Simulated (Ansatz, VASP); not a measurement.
# Mg2C: VASP beside Ansatz

POSCAR

```
Mg2C
1.0
    0.0000000000      2.7109426181      2.7109426181
    2.7109426181      0.0000000000      2.7109426181
    2.7109426181      2.7109426181      0.0000000000
C Mg
1 2
Direct
    0.0000000000      0.0000000000      0.0000000000
    0.2500000000      0.2500000000      0.2500000000
    0.7500000000      0.7500000000      0.7500000000
```

Contents of INCAR.step1:

```
SYSTEM = Mg2C
  PREC = Accurate
  ENCUT = 520
  EDIFF = 1E-5
  ISMEAR = 0
  SIGMA = 0.01
  LREAL = .False.
  LASPH = .True.
  NELM = 100
  ALGO = Normal
  ISIF = 2
  LWAVE = .True.
  LCHARG = .False.
  NBANDS = 11
  GGA = PE
```

The input INCAR.step2:

```
SYSTEM = Mg2C
  PREC = Accurate
  ENCUT = 520
  EDIFF = 1E-6
  ISMEAR = 0
  SIGMA = 0.01
  LREAL = .False.
  LASPH = .True.
  NELM = 100
  ALGO = Normal
  ISIF = 2
  LWAVE = .False.
  LCHARG = .False.
  GGA = PE
  LHFCALC = .True.
  HFSCREEN = 0.2079
  PRECFOCK = Normal
  NBANDS = 11
  ISTART = 1
```

The input KPOINTS:

```
Automatic mesh
0
Gamma
  4 4 4
  0 0 0
```

Input for Ansatz:

```yaml
crystal:
  lattice:
    - [0.0, 2.7109426181, 2.7109426181]
    - [2.7109426181, 0.0, 2.7109426181]
    - [2.7109426181, 2.7109426181, 0.0]
  atoms:
    - { symbol: C, position: [0.0, 0.0, 0.0] }
    - { symbol: Mg, position: [0.25, 0.25, 0.25] }
    - { symbol: Mg, position: [0.75, 0.75, 0.75] }
kpoints:
  mp_grid: { grid: [4, 4, 4] }
hamiltonian:
  xc: hse06
scf:
  occupations: { method: fixed }
  n_extra_bands: 4
output:
  forces: true
  stress: true
  eigenvalues: true
  write_density: true
  write_potential: true
  elf: true
  volumetric_format: npy
```

The cell was built by a generator and needn't be a form met in nature.

Alike in both runs: task single point; functional HSE06; k mesh 4 × 4 × 4; no spin polarisation.

|  | VASP | Ansatz |
| --- | --- | --- |
| version | VASP 6.6.1 | Ansatz 0.2.0 |
| potentials or method | VASP PAW PBE potentials, release 64 (C, Mg) | plane waves, PAW |
| plane-wave cutoff (eV) | 520 | 420 |
| occupations | gaussian, width 0.01 eV | fixed |
| valence electrons in the cell | 8 | 24 |

Ansatz gave:

| Item | Value |
| --- | --- |
| gap on the k mesh at the Fermi level (eV) | 1.39 |
| pressure (GPa) | -0.6 |

**Question.** Which values does VASP return?

**Answer.** gap on the k mesh at the Fermi level (eV): 1.38; pressure (GPa): -0.8.

The two sets of potentials don't hold the same shells in valence. Ansatz warned: «stress_exchange_threshold_loose».

Caveats: the k mesh is coarse (spacing up to 0.50 Å⁻¹), so the values aren't converged, least of all with exact exchange; the PAW data sets were made with another functional, which shifts forces and pressure a little (VASP). A k mesh can miss the band edges.
